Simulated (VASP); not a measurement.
# Ge (Fd-3m) in VASP: settings compared

Aim: see how the results for Ge move with the level of theory and the settings. Levels: r2SCAN, TB-mBJ, LDA. Tasks: band structure.

All numbers are computed with VASP 6.6.1; they aren't measurements. Logs are shortened: lines on timing, memory, paths and dates and some standing lists are left out, and cuts for length are marked.

**The experiment to reproduce.**

From “Temperature-dependent photoluminescence in Ge: experiment and theory”, 2020, arxiv:2003.00143, for a bulk crystal of Ge at 0 K: band gap 0.744 eV (indirect).

The results are compared with them further down.

## 1. The structure

The structure is cubic, space group Fd-3m (No. 227). The conventional cell has a = 5.674 Å, b = 5.674 Å, c = 5.674 Å, α = 90.00°, β = 90.00°, γ = 90.00°. Around Ge (site symmetry -43m) lie 4 Ge at 2.46 Å.

## 2. Band structure, r2SCAN

Input file INCAR:

```
PREC = Accurate
ENCUT = 520
EDIFF = 1E-6
ISMEAR = 0
SIGMA = 0.03
LREAL = False
LASPH = True
NELM = 80
ALGO = Normal
ISIF = 2
LWAVE = False
LCHARG = False
METAGGA = R2SCAN
LMIXTAU = True
NBANDS = 21
```

Input file KPOINTS:

```
Automatic mesh
0
Gamma
  10 10 10
```

Input file POSCAR:

```
Ge                                      
1.0
    0.0000000000      2.8370028123      2.8370028123
    2.8370028123      0.0000000000      2.8370028123
    2.8370028123      2.8370028123      0.0000000000
  Ge            
     2
Direct
     0.0000000000000000    0.0000000000000000    0.0000000000000000
     0.2500000000000000    0.2500000000000000    0.2500000000000000
```

Input file KPOINTS_OPT:

```
explicit points
159
Reciprocal
 0.0000000000  0.0000000000  0.0000000000 1
 0.0357142857  0.0000000000  0.0357142857 1
 0.0714285714  0.0000000000  0.0714285714 1
 0.1071428571  0.0000000000  0.1071428571 1
 0.1428571429  0.0000000000  0.1428571429 1
 0.1785714286  0.0000000000  0.1785714286 1
[... 151 lines left out ...]
 0.4250000000  0.0000000000  0.4250000000 1
 0.4500000000  0.0000000000  0.4500000000 1
```

Potentials or basis: VASP PAW PBE potentials, release 64 (Ge_d).

Launch:

```sh
$ cat potpaw_PBE.64/Ge_d/POTCAR > POTCAR
$ mpirun -np 1 vasp_std > vasp.out
```

OUTCAR:

```text
PREC = Accurate
   ENCUT = 520
   EDIFF = 1E-6
   ISMEAR = 0
   LREAL = False
   LASPH = True
   NELM = 80
   ISIF = 2
   METAGGA = R2SCAN

 ion  position               nearest neighbor table
   1  0.000  0.000  0.000-   2 2.46   2 2.46   2 2.46   2 2.46
   2  0.250  0.250  0.250-   1 2.46   1 2.46   1 2.46   1 2.46

  LATTYP: Found a face centered cubic cell.
 ALAT       =     5.6740056246

  Lattice vectors:

 A1 = (   0.0000000000,   2.8370028123,   2.8370028123)
 A2 = (   2.8370028123,   0.0000000000,   2.8370028123)
 A3 = (   2.8370028123,   2.8370028123,   0.0000000000)

Analysis of symmetry for initial positions (statically):
=====================================================================
 Subroutine PRICEL returns:
 Original cell was already a primitive cell.

 Routine SETGRP: Setting up the symmetry group for a
 face centered cubic supercell.

 Subroutine GETGRP returns: Found 48 space group operations
 (whereof 24 operations were pure point group operations)
 out of a pool of 48 trial point group operations.

The static configuration has the point symmetry T_d .
 The point group associated with its full space group is O_h .

Analysis of symmetry for dynamics (positions and initial velocities):
=====================================================================
 Subroutine PRICEL returns:
 Original cell was already a primitive cell.

 Routine SETGRP: Setting up the symmetry group for a
 face centered cubic supercell.

 Subroutine GETGRP returns: Found 48 space group operations
 (whereof 24 operations were pure point group operations)
 out of a pool of 48 trial point group operations.

The dynamic configuration has the point symmetry T_d .
 The point group associated with its full space group is O_h .

 Subroutine INISYM returns: Found 48 space group operations
 (whereof 24 operations are pure point group operations),
 and found     1 'primitive' translations

----------------------------------------------------------------------------------------

                                     Primitive cell

  volume of cell :      45.6677

  direct lattice vectors                    reciprocal lattice vectors
     0.000000000  2.837002812  2.837002812    -0.176242335  0.176242335  0.176242335
     2.837002812  0.000000000  2.837002812     0.176242335 -0.176242335  0.176242335
     2.837002812  2.837002812  0.000000000     0.176242335  0.176242335 -0.176242335

  length of vectors
     4.012127854  4.012127854  4.012127854     0.305260679  0.305260679  0.305260679

  position of ions in fractional coordinates (direct lattice)
     0.000000000  0.000000000  0.000000000
     0.250000000  0.250000000  0.250000000

  ion indices of the primitive-cell ions
   primitive index   ion index
                 1           1
                 2           2

----------------------------------------------------------------------------------------

 KPOINTS: Automatic mesh

Automatic generation of k-mesh.
 Grid dimensions read from file:
 generate k-points for:   10   10   10

 Generating k-lattice:

  Cartesian coordinates                     Fractional coordinates (reciprocal lattice)
    -0.017624233  0.017624233  0.017624233     0.100000000  0.000000000  0.000000000
     0.017624233 -0.017624233  0.017624233     0.000000000  0.100000000  0.000000000
     0.017624233  0.017624233 -0.017624233     0.000000000  0.000000000  0.100000000

  Length of vectors
     0.030526068  0.030526068  0.030526068

  Shift w.r.t. Gamma in fractional coordinates (k-lattice)
     0.000000000  0.000000000  0.000000000

 Subroutine IBZKPT returns following result:
 ===========================================

 Found     47 irreducible k-points:

 Following reciprocal coordinates:
            Coordinates               Weight
  0.000000  0.000000  0.000000      1.000000
  0.100000  0.000000  0.000000      8.000000
  0.200000  0.000000  0.000000      8.000000
  0.300000  0.000000  0.000000      8.000000
  0.400000  0.000000  0.000000      8.000000
  0.500000  0.000000  0.000000      4.000000
[... 48 lines left out ...]
      6     -20.5139      2.00000
[... 13 lines left out ...]
     20      14.6311      0.00000
     21      14.6311      0.00000

 k-point     2 :       0.1000    0.0000    0.0000
  band No.  band energies     occupation
      1     -20.7713      2.00000
      2     -20.7713      2.00000
      3     -20.7639      2.00000
      4     -20.7187      2.00000
      5     -20.7187      2.00000
      6     -20.5212      2.00000
[... 13 lines left out ...]
     20      13.9498      0.00000
     21      13.9498      0.00000

 k-point     3 :       0.2000    0.0000    0.0000
  band No.  band energies     occupation
      1     -20.7804      2.00000
      2     -20.7804      2.00000
      3     -20.7595      2.00000
      4     -20.7041      2.00000
      5     -20.7041      2.00000
      6     -20.5323      2.00000
[... 13 lines left out ...]
     20      13.4438      0.00000
     21      13.4438      0.00000

 k-point     4 :       0.3000    0.0000    0.0000
  band No.  band energies     occupation
      1     -20.7866      2.00000
      2     -20.7866      2.00000
      3     -20.7540      2.00000
      4     -20.6921      2.00000
      5     -20.6920      2.00000
      6     -20.5403      2.00000
[... 13 lines left out ...]
     20      13.8356      0.00000
     21      13.8356      0.00000

 k-point     5 :       0.4000    0.0000    0.0000
  band No.  band energies     occupation
      1     -20.7896      2.00000
      2     -20.7896      2.00000
      3     -20.7494      2.00000
      4     -20.6856      2.00000
      5     -20.6856      2.00000
      6     -20.5438      2.00000
[... 13 lines left out ...]
     20      15.1225      0.00000
     21      15.1225      0.00000
[... 382 lines left out ...]
     20      14.5995      0.00000
     21      16.7322      0.00000

 k-point    22 :      -0.2000    0.2000    0.0000
  band No.  band energies     occupation
      1     -20.7956      2.00000
      2     -20.7951      2.00000
      3     -20.7379      2.00000
      4     -20.6934      2.00000
      5     -20.6693      2.00000
      6     -20.5664      2.00000
[... 13 lines left out ...]
     20      15.1890      0.00000
     21      15.7159      0.00000

 k-point    23 :       0.3000    0.3000    0.0000
  band No.  band energies     occupation
      1     -20.7892      2.00000
      2     -20.7891      2.00000
      3     -20.7661      2.00000
      4     -20.6770      2.00000
      5     -20.6349      2.00000
      6     -20.6250      2.00000
[... 13 lines left out ...]
     20      16.2367      0.00000
     21      16.5810      0.00000

 k-point    24 :       0.4000    0.3000    0.0000
  band No.  band energies     occupation
      1     -20.7997      2.00000
      2     -20.7938      2.00000
      3     -20.7492      2.00000
      4     -20.6613      2.00000
      5     -20.6430      2.00000
      6     -20.6172      2.00000
[... 13 lines left out ...]
     20      17.0145      0.00000
     21      17.0322      0.00000

 [... further k-points ...]

------------------------ aborting loop because EDIFF is reached ----------------------------------------

  FORCE on cell =-STRESS in cart. coord.  units (eV):
  Direction    XX          YY          ZZ          XY          YZ          ZX
  --------------------------------------------------------------------------------------
  -------------------------------------------------------------------------------------
  Total        0.0134972      0.0134972      0.0134972      0.0000000      0.0000000      0.0000000
  in kB        0.4735257      0.4735257      0.4735257      0.0000000      0.0000000      0.0000000
  external PRESSURE =       0.4735257 kB  Pullay stress =       0.0000000 kB

 VOLUME and BASIS-vectors are now :
 -----------------------------------------------------------------------------
  energy-cutoff  :      520.00
  volume of cell :       45.67
      direct lattice vectors                 reciprocal lattice vectors
     0.000000000  2.837002812  2.837002812    -0.176242335  0.176242335  0.176242335
     2.837002812  0.000000000  2.837002812     0.176242335 -0.176242335  0.176242335
     2.837002812  2.837002812  0.000000000     0.176242335  0.176242335 -0.176242335

 POSITION                                       TOTAL-FORCE (eV/Angst)
 -----------------------------------------------------------------------------------
      0.00000      0.00000      0.00000         0.000000     -0.000000      0.000000
      1.41850      1.41850      1.41850        -0.000000      0.000000     -0.000000
 -----------------------------------------------------------------------------------
    total drift:                                0.000000      0.000000      0.000000

  FREE ENERGIE OF THE ION-ELECTRON SYSTEM (eV)
  ---------------------------------------------------
  free  energy   TOTEN  =       -27.7425642415 eV

  energy  without entropy=      -27.7425642415  energy(sigma->0) =      -27.74256424
```

Wall time 5.5 min (1 thread of Intel Xeon Platinum 8488C (Sapphire Rapids), shared host); peak memory 0.21 GiB.

What came out:

* Free energy: -27.7426 eV
* Pressure: 0.0 GPa
* Band gap on the k mesh: 0.32 eV, direct
* Band gap along the path: 0.32 eV, direct

Levels at the corners of the path, in eV from the valence-band top:
| point | band 11 | band 12 | band 13 | band 14 | band 15 | band 16 | band 17 | band 18 |
| --- | --- | --- | --- | --- | --- | --- | --- | --- |
| Γ | -13.24 | 0.00 | 0.00 | 0.00 | 0.32 | 2.71 | 2.71 | 2.71 |
| X | -9.18 | -9.18 | -3.20 | -3.19 | 0.98 | 0.98 | 10.03 | 10.03 |
| X | -9.18 | -9.18 | -3.20 | -3.19 | 0.98 | 0.98 | 10.03 | 10.03 |
| W | -9.08 | -9.08 | -4.01 | -4.01 | 4.65 | 4.65 | 5.05 | 5.05 |
| W | -9.08 | -9.08 | -4.01 | -4.01 | 4.65 | 4.65 | 5.05 | 5.05 |
| K | -9.68 | -8.57 | -4.45 | -2.74 | 1.40 | 4.40 | 7.66 | 7.78 |
| K | -9.68 | -8.57 | -4.45 | -2.74 | 1.40 | 4.40 | 7.66 | 7.78 |
| Γ | -13.24 | 0.00 | 0.00 | 0.00 | 0.32 | 2.71 | 2.71 | 2.71 |
| Γ | -13.24 | 0.00 | 0.00 | 0.00 | 0.32 | 2.71 | 2.71 | 2.71 |
| L | -11.07 | -7.83 | -1.47 | -1.47 | 0.41 | 3.99 | 3.99 | 7.65 |
| L | -11.07 | -7.83 | -1.47 | -1.47 | 0.41 | 3.99 | 3.99 | 7.65 |
| U | -9.68 | -8.57 | -4.45 | -2.74 | 1.40 | 4.40 | 7.66 | 7.78 |
| U | -9.68 | -8.57 | -4.45 | -2.74 | 1.40 | 4.40 | 7.66 | 7.78 |
| W | -9.08 | -9.08 | -4.01 | -4.01 | 4.65 | 4.65 | 5.05 | 5.05 |
| W | -9.08 | -9.08 | -4.01 | -4.01 | 4.65 | 4.65 | 5.05 | 5.05 |
| L | -11.07 | -7.83 | -1.47 | -1.47 | 0.41 | 3.99 | 3.99 | 7.65 |
| L | -11.07 | -7.83 | -1.47 | -1.47 | 0.41 | 3.99 | 3.99 | 7.65 |
| K | -9.68 | -8.57 | -4.45 | -2.74 | 1.40 | 4.40 | 7.66 | 7.78 |
| U | -9.68 | -8.57 | -4.45 | -2.74 | 1.40 | 4.40 | 7.66 | 7.78 |
| X | -9.18 | -9.18 | -3.20 | -3.19 | 0.98 | 0.98 | 10.03 | 10.03 |

Caveat: the PAW data sets were made with another functional, which shifts forces and pressure a little.

## 3. Band structure, TB-mBJ

POSCAR is that of step 2.

Input file INCAR.step1:

```
PREC = Accurate
ENCUT = 520
EDIFF = 1E-5
ISMEAR = 0
SIGMA = 0.03
LREAL = False
LASPH = True
NELM = 80
ALGO = Normal
ISIF = 2
LWAVE = True
LCHARG = False
NBANDS = 21
GGA = PE
```

Input file INCAR.step2:

```
PREC = Accurate
ENCUT = 520
EDIFF = 1E-6
ISMEAR = 0
SIGMA = 0.03
LREAL = False
LASPH = True
NELM = 80
ALGO = Normal
ISIF = 2
LWAVE = False
LCHARG = False
METAGGA = MBJ
NBANDS = 21
ISTART = 1
```

KPOINTS is that of step 2.

KPOINTS_OPT is that of step 2.

Potentials or basis: VASP PAW PBE potentials, release 64 (Ge_d).

Launch:

```sh
$ cat potpaw_PBE.64/Ge_d/POTCAR > POTCAR
$ cp INCAR.step1 INCAR
$ mpirun -np 1 vasp_std > vasp.out
$ cp INCAR.step2 INCAR
$ mpirun -np 1 vasp_std > vasp.out
```

Run time: 2.4 min. Hardware: 1 thread of Intel Xeon Platinum 8488C (Sapphire Rapids), shared host; peak memory 0.21 GiB.

Results (log left out):

```
Band gap on the k mesh  : 0.68 eV, direct
Band gap along the path : 0.68 eV, direct
```

Levels at the corners of the path, in eV from the valence-band top:
```
point  band 10  band 11  band 12  band 13  band 14  band 15  band 16  band 17  band 18  band 19
    Γ   -24.82   -12.55     0.00     0.00     0.00     0.68     2.81     2.81     2.82     7.08
    X   -24.80    -8.67    -8.67    -2.96    -2.96     1.23     1.23     9.95     9.96    12.13
    X   -24.80    -8.67    -8.67    -2.96    -2.96     1.23     1.23     9.95     9.96    12.12
    W   -24.79    -8.58    -8.58    -3.70    -3.70     4.69     4.69     5.06     5.06    11.31
    W   -24.79    -8.58    -8.58    -3.70    -3.70     4.69     4.69     5.06     5.06    11.31
    K   -24.78    -9.15    -8.08    -4.11    -2.53     1.62     4.45     7.66     7.67     8.46
    K   -24.78    -9.15    -8.08    -4.11    -2.53     1.62     4.45     7.66     7.67     8.46
    Γ   -24.82   -12.55     0.00     0.00     0.00     0.68     2.81     2.81     2.82     7.08
    Γ   -24.82   -12.55     0.00     0.00     0.00     0.68     2.81     2.81     2.82     7.08
    L   -24.81   -10.48    -7.34    -1.36    -1.36     0.69     4.02     4.02     7.75    11.05
    L   -24.81   -10.48    -7.34    -1.36    -1.36     0.69     4.02     4.02     7.75    11.05
    U   -24.78    -9.15    -8.08    -4.11    -2.53     1.62     4.45     7.66     7.67     8.46
    U   -24.78    -9.15    -8.08    -4.11    -2.53     1.62     4.45     7.66     7.67     8.46
    W   -24.79    -8.58    -8.58    -3.70    -3.70     4.69     4.69     5.06     5.06    11.31
    W   -24.79    -8.58    -8.58    -3.70    -3.70     4.69     4.69     5.06     5.06    11.31
    L   -24.81   -10.48    -7.34    -1.36    -1.36     0.69     4.02     4.02     7.75    11.05
    L   -24.81   -10.48    -7.34    -1.36    -1.36     0.69     4.02     4.02     7.75    11.05
    K   -24.78    -9.15    -8.08    -4.11    -2.53     1.62     4.45     7.66     7.67     8.46
    U   -24.78    -9.15    -8.08    -4.11    -2.53     1.62     4.45     7.66     7.67     8.46
    X   -24.80    -8.67    -8.67    -2.96    -2.96     1.23     1.23     9.95     9.96    12.13
```

Caveat: the PAW data sets were made with another functional, which shifts forces and pressure a little.

## 4. Band structure, TB-mBJ, spin-orbit coupling, no magnetisation

POSCAR is that of step 3.

INCAR.step1: that of step 3 with these lines changed.

```diff
@@ -12,3 +12,8 @@
 LCHARG = False
-NBANDS = 21
+LNONCOLLINEAR = True
+MAGMOM = 0 0 0 0 0 0
+LORBIT = 11
+LSORBIT = True
+GGA_COMPAT = False
+NBANDS = 42
 GGA = PE
```

INCAR.step2: that of step 3 with these lines changed.

```diff
@@ -12,4 +12,9 @@
 LCHARG = False
+LNONCOLLINEAR = True
+MAGMOM = 0 0 0 0 0 0
+LORBIT = 11
+LSORBIT = True
+GGA_COMPAT = False
 METAGGA = MBJ
-NBANDS = 21
+NBANDS = 42
 ISTART = 1
```

Input file KPOINTS:

```
Automatic mesh
0
Gamma
  6 6 6
```

KPOINTS_OPT is that of step 3.

Launch:

```sh
$ cat potpaw_PBE.64/Ge_d/POTCAR > POTCAR
$ cp INCAR.step1 INCAR
$ mpirun -np 1 vasp_ncl > vasp.out
$ cp INCAR.step2 INCAR
$ mpirun -np 1 vasp_ncl > vasp.out
```

Run time: 8.1 min. Hardware: 1 thread of Intel Xeon Platinum 8488C (Sapphire Rapids), shared host; peak memory 0.34 GiB.

It converged, with:

* Valence electrons inside the program's atomic spheres: Ge 12.26

Caveat: the PAW data sets were made with another functional, which shifts forces and pressure a little.

## 5. Band structure, LDA

INCAR: that of step 2 with these lines changed.

```diff
@@ -12,4 +12,3 @@
 LCHARG = False
-METAGGA = R2SCAN
-LMIXTAU = True
+GGA = CA
 NBANDS = 21
```

Input file KPOINTS:

```
Automatic mesh
0
Gamma
  10 10 10
```

POSCAR is that of step 4.

KPOINTS_OPT is that of step 4.

Potentials or basis: VASP PAW LDA potentials, release 64 (Ge_d).

Launch:

```sh
$ cat potpaw_LDA.64/Ge_d/POTCAR > POTCAR
$ mpirun -np 1 vasp_std > vasp.out
```

It took 78 s on 1 thread of Intel Xeon Platinum 8488C (Sapphire Rapids), shared host; peak memory 0.19 GiB.

It converged, with:

```yaml
Free_energy: -10.3823 eV
Pressure: -1.7 GPa
Band_gap_along_the_path: none (metal or under the smearing width)
```

Levels at the corners of the path, in eV from the Fermi level:
```csv
point,band 12,band 13,band 14,band 15,band 16,band 17
Γ,-0.23,-0.01,-0.01,-0.01,2.52,2.52
X,-8.90,-3.05,-3.05,0.67,0.67,9.33
X,-8.90,-3.05,-3.05,0.67,0.67,9.33
W,-8.80,-3.88,-3.88,4.21,4.21,4.64
W,-8.80,-3.88,-3.88,4.21,4.21,4.64
K,-8.31,-4.31,-2.61,1.07,3.99,7.05
K,-8.31,-4.31,-2.61,1.07,3.99,7.05
Γ,-0.23,-0.01,-0.01,-0.01,2.52,2.52
Γ,-0.23,-0.01,-0.01,-0.01,2.52,2.52
L,-7.60,-1.40,-1.40,0.03,3.71,3.71
L,-7.60,-1.40,-1.40,0.03,3.71,3.71
U,-8.31,-4.31,-2.61,1.07,3.99,7.05
U,-8.31,-4.31,-2.61,1.07,3.99,7.05
W,-8.80,-3.88,-3.88,4.21,4.21,4.64
W,-8.80,-3.88,-3.88,4.21,4.21,4.64
L,-7.60,-1.40,-1.40,0.03,3.71,3.71
L,-7.60,-1.40,-1.40,0.03,3.71,3.71
K,-8.31,-4.31,-2.61,1.07,3.99,7.05
U,-8.31,-4.31,-2.61,1.07,3.99,7.05
X,-8.90,-3.05,-3.05,0.67,0.67,9.33
```

Caveat: this crystal is a semiconductor, whose small gap the functional closes, so the metal is an error of the method.

## 6. Overview

```csv
level,potentials or basis,spin,k mesh,gap on the mesh (eV),pressure (GPa)
r2SCAN,"VASP PAW PBE potentials, release 64 (Ge_d)",off,10 × 10 × 10,0.32,0.0
TB-mBJ,"VASP PAW PBE potentials, release 64 (Ge_d)",off,10 × 10 × 10,0.68,-
TB-mBJ,"VASP PAW PBE potentials, release 64 (Ge_d)","SOC, no magnetisation",6 × 6 × 6,-,-
LDA,"VASP PAW LDA potentials, release 64 (Ge_d)",off,10 × 10 × 10,-,-1.7
```

Alike in all rows: task band structure; cell as given; cutoff (eV) 520; smearing gaussian 0.03 eV.

Caveats: the PAW data sets were made with another functional, which shifts forces and pressure a little (some runs); this crystal is a semiconductor, whose small gap the functional closes, so the metal is an error of the method (some runs).

Total energies depend on the potentials used, so only differences within one code and one set of settings carry meaning.

## 7. Comparison with measurements

Step 2. A measured gap of Ge is 0.744 eV (indirect; 0 K; “Temperature-dependent photoluminescence in Ge: experiment and theory”, 2020, arxiv:2003.00143); the calculated 0.32 eV misses it by -0.42 eV. 3 values of this kind are on record (0.666 to 0.807 eV); this one was drawn at random among those near their median. Spin-orbit coupling on Ge is left out. The value is that of r2SCAN, without temperature or zero-point motion.

Step 3. Measured gap of Ge: 0.744 eV (indirect; 0 K; “Temperature-dependent photoluminescence in Ge: experiment and theory”, 2020, arxiv:2003.00143). This calculation gives 0.68 eV (-0.07 eV). 3 values of this kind are on record (0.666 to 0.807 eV); this one was drawn at random among those near their median. Spin-orbit coupling on Ge is left out. The value is that of TB-mBJ, without temperature or zero-point motion.

Step 5. A measured gap of Ge is 0.744 eV (indirect; 0 K; “Temperature-dependent photoluminescence in Ge: experiment and theory”, 2020, arxiv:2003.00143); the calculated 0.00 eV misses it by -0.74 eV. 3 values of this kind are on record (0.666 to 0.807 eV); this one was drawn at random among those near their median. Spin-orbit coupling on Ge is left out. The value is that of LDA, without temperature or zero-point motion. Semilocal functionals fall short of measured gaps as a rule.
